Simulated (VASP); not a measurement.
Consider the following.

```
Ca
1.0
    0.00000     2.74585     2.74585
    2.74585     0.00000     2.74585
    2.74585     2.74585     0.00000
Ca
1
Direct
  0.00000   0.00000   0.00000
```

Level of theory: r2SCAN+rVV10, VASP's PBE PAW potentials (set 64) (plane waves; VASP 6.6.1). Run with 520 eV cut-off, 11×11×11 Γ-centred mesh, first-order Methfessel-Paxton smearing of 0.10 eV, potentials Ca_sv.

Task: The job: Ca (fcc), 1 atom, r2SCAN+rVV10, static run, 520 eV, 11×11×11 Γ-centred mesh. Roughly how much core time does it take on a busy server core?

Result: About 3 core-minutes (one run on a shared machine, a rough figure). It had 56 irreducible k-points, 9 bands, up to 1139 plane waves and 32 electronic steps.

The compound is Ca in the fcc structure. This cell is one point of a volume scan, at 0.97 of the reference volume.
